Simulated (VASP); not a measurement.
Consider the following.

```
GaP
1.0
    0.00000     2.71653     2.71653
    2.71653     0.00000     2.71653
    2.71653     2.71653     0.00000
Ga P
1 1
Direct
  0.00000   0.00000   0.00000
  0.25000   0.25000   0.25000
```

These are r2SCAN+rVV10, VASP's PBE PAW potentials (set 64) (plane waves; VASP 6.6.1) values and carry that method's errors. Numerical set-up: 520 eV cut-off, 9×9×9 Γ-centred mesh, tetrahedra with Blöchl corrections, potentials Ga_d P.

### Question
What does the run give for the energy per atom (σ→0), band gap (over mesh and band path) with the smallest direct gap where there is one?

### Answer

- band gap (over mesh and band path): 1.79 eV
- smallest direct gap (over mesh and band path): 2.41 eV
- energy per atom (σ→0): -10.475 eV/atom

Only differences to runs with the same potentials and settings are physical.

The compound is GaP in the zinc blende structure. It was relaxed first.
